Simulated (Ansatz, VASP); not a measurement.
# InH3 in two plane-wave programs, part 2 of 2

Wanted: the spread between two codes on one cell, functional and k mesh. The cell is generated by rule, not measured, and may not be a known phase. Of the first pair: The two relaxations start from unlike cells of this crystal (the structure described is Ansatz's start), so only their ends are compared.

VASP 6.6.1 and Ansatz 0.2.0.

So far: Set-up; VASP: relaxation of cell and atoms, LDA, pair 1; Ansatz: relaxation of cell and atoms, LDA, pair 1; Differences; Ansatz: relaxation of cell and atoms, LDA, pair 2.

## (6) VASP: relaxation of cell and atoms, LDA, pair 2

Level of this step: LDA; plane waves and PAW (In_d, H); invented cell (VASP).

The same cell, functional (in two slightly different forms), mesh and smearing now go to VASP, with its own data sets.

Contents of INCAR:

```
SYSTEM = InH3
PREC = Accurate
ENCUT = 500
EDIFF = 1E-07
NELM = 120
ISMEAR = 0
SIGMA = 0.1
LREAL = .FALSE.
ALGO = Normal
GGA = CA
NBANDS = 14
LORBIT = 11
LWAVE = .FALSE.
LCHARG = .FALSE.
ISIF = 3
IBRION = 2
NSW = 80
EDIFFG = -0.005
LASPH = .TRUE.
GGA_COMPAT = .FALSE.
NELMIN = 4
KPAR = 2
```

Contents of POSCAR:

```
InH3
1.0
    3.7780870000      0.0000000000      0.0000000000
    0.0000000000      3.7780870000      0.0000000000
    0.0000000000      0.0000000000      3.7780870000
In H
1 3
Direct
    0.0000000000      0.0000000000      0.0000000000
    0.4999998677      0.0000000000      0.0000000000
    0.0000000000      0.4999998677      0.0000000000
    0.0000000000      0.0000000000      0.4999998677
```

Contents of KPOINTS:

```
Automatic mesh
0
Gamma
10 10 10
0 0 0
```

Potentials, in the order of the species: In_d and H (LDA family, release 64).

Run with:

```sh
mpirun -np 2 vasp_std
```

Numbers of over 12 decimals in the logs are rounded to 6 here.

Log:

```text
[... set-up lines as in an earlier step ...]
 entering main loop
       N       E                     dE             d eps       ncg     rms          rms(c)
DAV:   1     0.921845820064E+02    0.92185E+02   -0.72056E+03  1580   0.119E+03
DAV:   2    -0.658983146329E+01   -0.98774E+02   -0.93677E+02  1700   0.284E+02
DAV:   3    -0.130126027065E+02   -0.64228E+01   -0.63896E+01  1940   0.768E+01
DAV:   4    -0.131854442860E+02   -0.17284E+00   -0.17280E+00  1934   0.144E+01
[...]
DAV:  12    -0.124007041339E+02    0.44132E-05   -0.60898E-06  2066   0.250E-02    0.514E-03
DAV:  13    -0.124007042573E+02   -0.12335E-06   -0.93702E-07  1942   0.753E-03    0.155E-03
DAV:  14    -0.124007042186E+02    0.38653E-07   -0.62895E-08  1348   0.336E-03
   1 F= -.12400704E+02 E0= -.12398328E+02  d E =-.124007E+02
[...]
N       E                     dE             d eps       ncg     rms          rms(c)
DAV:   1    -0.124060663153E+02   -0.53621E-02   -0.11188E-01  2024   0.689E+00    0.443E-01
[...]
DAV:   7    -0.124012839075E+02    0.21043E-06   -0.31736E-07  1760   0.796E-03    0.100E-03
DAV:   8    -0.124012839070E+02    0.49386E-09   -0.15651E-08   964   0.101E-03
   2 F= -.12401284E+02 E0= -.12398916E+02  d E =-.579688E-03
 trial-energy change:   -0.000580  1 .order   -0.000581   -0.000840   -0.000322
 step:   1.6390(harm=  1.6209)  dis= 0.00000  next Energy=   -12.401386 (dE=-0.682E-03)
[...]
N       E                     dE             d eps       ncg     rms          rms(c)
DAV:   1    -0.124033329614E+02   -0.20491E-02   -0.45496E-02  2030   0.437E+00    0.283E-01
DAV:   2    -0.124016415939E+02    0.16914E-02   -0.33561E-03  1988   0.134E+00    0.103E-01
DAV:   3    -0.124013948328E+02    0.24676E-03   -0.72664E-04  2084   0.583E-01    0.658E-02
DAV:   4    -0.124013946964E+02    0.13637E-06   -0.30152E-05  1628   0.516E-02    0.577E-02
DAV:   5    -0.124013849070E+02    0.97894E-05   -0.71000E-06  1706   0.244E-02    0.222E-02
DAV:   6    -0.124013839845E+02    0.92255E-06   -0.98893E-07  2292   0.982E-03    0.785E-03
DAV:   7    -0.124013838893E+02    0.95207E-07   -0.10703E-07  1222   0.503E-03
   3 F= -.12401384E+02 E0= -.12399021E+02  d E =-.679671E-03
[...]
reached required accuracy - stopping structural energy minimisation
```

From OUTCAR (step 6):

```text
  Total       -0.0032078     -0.0032078     -0.0032078      0.0000000     -0.0000000      0.0000000
  in kB       -0.0944456     -0.0944456     -0.0944456      0.0000000     -0.0000000      0.0000000
  external PRESSURE =      -0.0944456 kB  Pullay stress =       0.0000000 kB

 POSITION                                       TOTAL-FORCE (eV/Angst)
 -----------------------------------------------------------------------------------
      0.00000      0.00000      0.00000        -0.000000      0.000000      0.000000
      1.89473     -0.00000     -0.00000         0.000000     -0.000000      0.000000
     -0.00000      1.89473     -0.00000        -0.000000     -0.000000      0.000000
      0.00000     -0.00000      1.89473         0.000000     -0.000000      0.000000
 -----------------------------------------------------------------------------------
    total drift:                               -0.000027     -0.000027     -0.000027

  FREE ENERGIE OF THE ION-ELECTRON SYSTEM (eV)
  ---------------------------------------------------
  free  energy   TOTEN  =       -12.4013838893 eV

  energy  without entropy=      -12.3966572846  energy(sigma->0) =      -12.39902059

[... 1 part as in an earlier step ...]

[... 3 further parts left out ...]
[key lines of the parts left out:]
E-fermi :   1.4816
```

## (7) Differences

Both answers:

| quantity | Ansatz | VASP | difference |
| --- | --- | --- | --- |
| volume (Å³) | 54.38 | 54.42 | -0.07 % |
| edge a after relaxation, in the typed setting (Å) | 3.789 | 3.789 | -0.02 % |

## (8) VASP: zone-centre phonons, LDA

Second derivatives magnify differences that forces hide, and they need a tight electronic threshold.

Contents of INCAR:

```
SYSTEM = InH3
PREC = Accurate
ENCUT = 500
EDIFF = 1E-08
NELM = 120
ISMEAR = -1
SIGMA = 0.27211
LREAL = .FALSE.
ALGO = Normal
GGA = CA
NBANDS = 14
LORBIT = 11
LWAVE = .FALSE.
LCHARG = .FALSE.
ISIF = 2
IBRION = 8
LASPH = .TRUE.
GGA_COMPAT = .FALSE.
KPAR = 2
```

Contents of POSCAR:

```
InH3
1.0
    3.7119763128      0.0000000000      0.0000000000
    0.0000000000      3.7119763128      0.0000000000
    0.0000000000      0.0000000000      3.7119763128
In H
1 3
Direct
    0.0000000000      0.0000000000      0.0000000000
    0.5000000000      0.0000000000      0.0000000000
    0.0000000000      0.5000000000      0.0000000000
    0.0000000000      0.0000000000      0.5000000000
```

Contents of KPOINTS:

```
Automatic mesh
0
Gamma
8 8 8
0 0 0
```

Run with:

```sh
mpirun -np 2 vasp_std
```

Log:

```text
[... set-up lines as in an earlier step ...]
 entering main loop
       N       E                     dE             d eps       ncg     rms          rms(c)
DAV:   1     0.968192351384E+02    0.96819E+02   -0.73665E+03   980   0.123E+03
DAV:   2    -0.631755316127E+01   -0.10314E+03   -0.97476E+02  1058   0.298E+02
DAV:   3    -0.130399181042E+02   -0.67224E+01   -0.66461E+01  1232   0.784E+01
DAV:   4    -0.132345676073E+02   -0.19465E+00   -0.19450E+00  1160   0.146E+01
[...]
DAV:  12    -0.124262777984E+02    0.21309E-06   -0.58206E-07  1356   0.826E-03    0.350E-03
DAV:  13    -0.124262780726E+02   -0.27426E-06   -0.23565E-07  1100   0.508E-03    0.314E-03
DAV:  14    -0.124262780658E+02    0.67894E-08   -0.79341E-09   982   0.897E-04
   1 F= -.12426278E+02 E0= -.12381221E+02  d E =-.901138E-01
 Linear response reoptimize wavefunctions to high precision
DAV:   1    -0.124262780660E+02   -0.17053E-09   -0.12858E-09   966   0.305E-04
DAV:   2    -0.124262780660E+02   -0.42292E-10   -0.16850E-10   670   0.138E-04
 Linear response DOF=           3
 Linear response progress:
[...]
RMM:  11    -0.175471818175E-01    0.34686E-07    0.66740E-09  3956   0.168E-04    0.507E-05
RMM:  12    -0.175472035772E-01   -0.21760E-07    0.33771E-09  3899   0.754E-05    0.261E-05
RMM:  13    -0.175471952066E-01    0.83706E-08   -0.11470E-09  4235   0.325E-05    0.134E-05
 first order change of Fermi-energy   0.51093E-03
 force on displaced ion       2 direction 1 : -10.562  -0.000   0.000
 Linear response progress:
  Degree of freedom:   3/  3
       N       E                     dE             d eps       ncg     rms          rms(c)
RMM:   1    -0.156487661471E-01   -0.15649E-01   -0.81193E-03  6161   0.652E-01
RMM:   2    -0.153165948380E-01    0.33217E-03   -0.52613E-04  5812   0.176E-01    0.822E-02
RMM:   3    -0.156094970836E-01   -0.29290E-03   -0.11590E-04  6050   0.711E-02    0.463E-02
RMM:   4    -0.161595042680E-01   -0.55001E-03   -0.65229E-05  6157   0.434E-02    0.419E-03
[...]
RMM:  15    -0.161961976209E-01    0.44743E-07    0.41573E-10  6545   0.896E-06    0.436E-05
RMM:  16    -0.161961831916E-01    0.14429E-07    0.30758E-10  6189   0.579E-06    0.648E-06
RMM:  17    -0.161961809181E-01    0.22735E-08    0.51977E-10  3051   0.409E-06    0.494E-07
 first order change of Fermi-energy  -0.58215E-04
 force on displaced ion       2 direction 2 :   0.000  -0.572   0.000
 Linear response finished
```

OUTCAR, selected parts (step 8):

```text
  Total        1.1219840      1.1219840      1.1219840      0.0000000      0.0000000     -0.0000000
  in kB       35.1464648     35.1464648     35.1464648      0.0000000      0.0000000     -0.0000000
  external PRESSURE =      35.1464648 kB  Pullay stress =       0.0000000 kB

 POSITION                                       TOTAL-FORCE (eV/Angst)
 -----------------------------------------------------------------------------------
      0.00000      0.00000      0.00000         0.000000      0.000000      0.000000
      1.85599      0.00000      0.00000         0.000000      0.000000      0.000000
      0.00000      1.85599      0.00000         0.000000      0.000000      0.000000
      0.00000      0.00000      1.85599         0.000000      0.000000      0.000000
 -----------------------------------------------------------------------------------
    total drift:                               -0.000000     -0.000000     -0.000000

[... 2 further parts left out ...]
```

## (9) Ansatz: zone-centre phonons, LDA

The same cell, functional (in two slightly different forms), mesh and smearing now go to Ansatz, which takes its cutoff from its data sets.

The cell is taken from a series of runs on this material, whose earlier steps may have relaxed, scaled, displaced or heated it; both programs get it as it stands.

Contents of input.yaml:

```yaml
crystal:
  lattice:
    - [3.7119763128, 0.0, 0.0]
    - [0.0, 3.7119763128, 0.0]
    - [0.0, 0.0, 3.7119763128]
  atoms:
    - { symbol: In, position: [0.0, 0.0, 0.0] }
    - { symbol: H, position: [0.5, 0.0, 0.0] }
    - { symbol: H, position: [0.0, 0.5, 0.0] }
    - { symbol: H, position: [0.0, 0.0, 0.5] }
kpoints:
  mp_grid: { grid: [8, 8, 8] }
hamiltonian:
  xc: lda
  pseudopotentials: { kind: nc, accuracy: standard }
scf:
  occupations: { method: fermi_dirac, width: 0.27211 }
output:
  eigenvalues: true
phonons:
  method: dfpt
```

Run with:

```sh
ansatz run input.yaml --threads 2 --pin off --max-ram 4096MiB --backend cpu --events-out ev --progress --plain --runs-dir out
```

Log:

```text
band count auto-derived: 13 (N_el = 16.0; filled up to band 8; 12 by the electrons, moments and atoms)
zone centre: on kpoints.mp_grid the ground state, and the responses unless they are solved on pairs of k-points, stand on 125 of the mesh's 512 k-points, reduced under 8 symmetry operations, with k and −k counted as one. Each operation leaves every solved displacement unchanged or reverses it
[...]
k mesh reduced under 8 symmetry operations, with k and −k counted as one. Each operation leaves every solved displacement unchanged or reverses it
  ASR residual: 4.953e-5 → 0.000e0 eV/Å²; symmetrization residual: 3.163e-6 eV/Å²
  ASR residual per site (eV/Å²): 4.95e-5 8.82e-6 8.82e-6 8.82e-6
  Γ frequencies (cm⁻¹): 0.00 0.00 0.00 285.44 285.44 285.44 359.40 359.40 359.40 1713.44 1713.44 1713.44
  non-analytic LO–TO correction: not included (Born effective charges unavailable; polar crystals: no LO–TO splitting at Γ)
[key lines of the parts left out:]
SCF converged after 10 iterations
Free energy (F): -1848.304548 eV
Fermi energy:    3.843066 eV
```

## (10) Differences

Both answers:

| quantity | Ansatz | VASP | difference |
| --- | --- | --- | --- |
| optical mode 1 to 3 (cm⁻¹) | 285.4 | 282.3 | +1.10 % |
| optical mode 4 to 6 (cm⁻¹) | 359.4 | 355.7 | +1.03 % |
| optical mode 7 to 9 (cm⁻¹) | 1713.4 | 1729.6 | -0.94 % |

Modes are paired by rising frequency, not by their patterns, so a pair may set unlike modes beside each other; they are those without the splitting of longitudinal modes.

## (11) Results

```json
{"difference in volume (relaxation of cell and atoms, LDA, pair 1)": "-0.74 %", "difference in volume (relaxation of cell and atoms, LDA, pair 2)": "-0.071 %", "r.m.s. difference of the optical zone-centre modes, each program's sorted by frequency (zone-centre phonons, LDA)": "9.7 cm⁻¹", "difference in optical mode 1 to 3 (zone-centre phonons, LDA)": "+1.1 %"}
```

What this shows: The difference in volume is -0.74 % (relaxation of cell and atoms, LDA, pair 1), within the 1.2 % picked in this series as the mark of a large difference, as far as the stopping tolerances let one tell. Among the rows given in per cent, the largest difference of the zone-centre phonons, LDA pair is in optical mode 1 to 3, +1.1 %. How closely two codes agree says nothing of how well the functional describes the real material.

[Lines on the potential files, build, host, timing and source positions are cut from VASP's logs without a mark.]

[Logs are printed without paths, hosts, clocks, repeated set-up lines and the standing remarks that a program may print on its own settings, such as how far it seeks lower states.]

[Hosts, paths, dates, database ids (printed as entryN), source tags and the programs' standing remarks are cut or masked in the printed files.]
